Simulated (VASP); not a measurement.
```xyz
2
Lattice="2.7200 0.0000 0.0000 0.0000 2.7200 0.0000 0.0000 0.0000 3.7100" Properties=species:S:1:pos:R:3 pbc="T T T"
Fe     0.0000     0.0000     0.0000
Pt     1.3600     1.3600     1.8550
```
Starting moments (μB, in the order of the record's atoms Fe Pt): 3.0 0.0.

The base run (VASP): PBE GGA, plane waves, VASP's PBE PAW potentials (set 64). Numerical set-up: 400 eV cut-off, 12×12×9 Γ-centred mesh, first-order Methfessel-Paxton smearing of 0.10 eV, potentials Fe Pt.

One setting is varied; ΔE counts from the base run. The base run took about 80 core-seconds. Times come from single runs on busy shared machines, so they are rough: good to a factor of about 2.

Pressures at a finite cut-off, here 400 eV, hold a Pulay part, which wasn't tested here.

| setting | cost over the base run | electronic steps | ΔE (meV/atom) | pressure (GPa) |
|---|---|---|---|---|
| PREC = Low | within a factor of 2 | 15 | -0.8 | 4.01 |
| PREC = Normal | within a factor of 2 | 15 | 0.0 | 4.05 |
| LASPH = .FALSE. | within a factor of 2 | 15 | 0.1 | 4.10 |
| base run | reference | 15 | 0.0 | 4.04 |
| PREC = Single | within a factor of 2 | 15 | -0.2 | 4.10 |
| ADDGRID = .TRUE. | within a factor of 2 | 15 | 0.0 | 4.04 |
| LREAL = Auto | within a factor of 2 | 15 | -0.2 | 4.04 |

Left out are runs that failed, have no time on record or changed the cell.

The compound is FePt in the L1_0 structure. The cell was not relaxed at this level.
